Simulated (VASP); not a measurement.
Input for VASP

**POSCAR**
```
LiBr
1.0
  0.0000000000   2.3346899560   2.3346899560
  2.3346899560   0.0000000000   2.3346899560
  2.3346899560   2.3346899560   0.0000000000
Li Br
1 1
Cartesian
  0.0000000000   0.0000000000   0.0000000000
  2.3346899560   2.3346899560   2.3346899560
```

**INCAR**
```
! general
SYSTEM  = LiBr
PREC    = Accurate
ENCUT   = 620   ! plane-wave cut-off (eV)
LREAL   = .FALSE.
LASPH   = .TRUE.   ! aspherical one-centre terms

! electronic loop
EDIFF   = 1E-6
NELM    = 100
ALGO    = Normal
LMAXMIX = 4   ! l cut-off of mixed one-centre charges

! smearing
ISMEAR  = 0   ! Gaussian
SIGMA   = 0.05

! ions
IBRION  = 2   ! conjugate gradients
NSW     = 40   ! most ionic steps
ISIF    = 3   ! ions, shape and volume
EDIFFG  = -0.02
PSTRESS = 450

! output
LWAVE   = .FALSE.
LCHARG  = .FALSE.
```

KPOINTS:
```
kpoints
0
Gamma
 10 10 10
0 0 0
```

POTCAR, in this order: Li_sv Br (LDA.64 set). Program: vasp_std.

### Question
Write an equivalent input for Ansatz.

### Answer
One equivalent input (not run):
Ansatz 0.2 input:
```yaml
crystal:
  lattice:
    - [0.0000000, 2.3346900, 2.3346900]
    - [2.3346900, 0.0000000, 2.3346900]
    - [2.3346900, 2.3346900, 0.0000000]
  atoms:
    - { symbol: Li, position: [0.0000000, 0.0000000, 0.0000000] }
    - { symbol: Br, position: [0.5000000, 0.5000000, 0.5000000] }
kpoints:
  mp_grid: { grid: [10, 10, 10] }
hamiltonian:
  xc: lda
  pseudopotentials: { kind: paw }
scf:
  occupations: { method: gaussian, width: 0.05 }
  max_iter: 100
relax:
  max_steps: 40
  f_tol: 0.02
  cell: { p_target: 45 }
output: { forces: true, stress: true, eigenvalues: true }
```
The two are equivalent in intent, not identical: each code has its own PAW files, so the cut-off isn't converted (ENCUT is set for VASP's; basis.ecutwfc is left out, and Ansatz then takes the one that its files recommend); Ansatz stops its SCF on the density residual and VASP on the energy change (EDIFF); Ansatz's lda is the Perdew-Wang form, while the LDA potentials of VASP carry Perdew-Zunger's.

The compound is LiBr in the rock salt structure. This run relaxes it under an external pressure of 45 GPa. Symmetry was kept, so distortions that lower it aren't found.
